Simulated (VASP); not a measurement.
Given:

```
CELL_PARAMETERS angstrom
      2.72000     0.00000     0.00000
      0.00000     2.72000     0.00000
      0.00000     0.00000     3.71000
ATOMIC_POSITIONS crystal
  Fe 0.00000 0.00000 0.00000
  Pt 0.50000 0.50000 0.50000
```
Starting moments (μB, in the order of the record's atoms Fe Pt): 3.0 0.0.

Level of theory: MS2 meta-GGA, VASP's PBE PAW potentials (set 64) (plane waves; VASP 6.6.1). Settings: 520 eV cut-off, 12×12×9 Γ-centred mesh, first-order Methfessel-Paxton smearing of 0.10 eV, potentials Fe Pt.

### Question
The ions, cell shape and volume are relaxed. Give the cell that the relaxation ends in.

### Answer

```
CELL_PARAMETERS angstrom
      2.69345     0.00000     0.00000
      0.00000     2.69345     0.00000
      0.00000     0.00000     3.71985
ATOMIC_POSITIONS crystal
  Fe 0.00000 0.00000 0.00000
  Pt 0.50000 0.50000 0.50000
```
Space group P4/mmm (123), at a tolerance of 0.03 Å. The cell ends with 3.36 μB, on the sites 3.06 0.28 μB.

### Question
How do energy and volume change from the first to the last step?

### Answer
The energy (σ→0) changes by -3.5 meV/atom and the volume by -1.7 %, in 14 ionic steps.

```csv
step,E(σ→0) (eV),max force (eV/Å),pressure (GPa),volume (Å³)
1,-0.0763,0.000,-3.64,27.45
2,-0.0674,0.000,7.09,26.23
3,-0.0824,0.000,0.40,26.95
4,-0.0824,0.000,0.24,26.98
5,-0.0824,0.000,-0.08,27.01
6,-0.0824,0.000,0.03,26.99
7,-0.0830,0.000,-0.06,27.00
8,-0.0832,0.000,-0.14,27.00
9,-0.0832,0.000,-0.15,27.00
10,-0.0832,0.000,-0.29,27.00
11,-0.0832,0.000,0.74,26.90
12,-0.0833,0.000,0.28,26.95
13,-0.0833,0.000,0.18,26.97
14,-0.0833,0.000,0.03,26.99
```

The compound is FePt in the L1_0 structure. This run relaxes it. Symmetry was kept, so distortions that lower it aren't found.
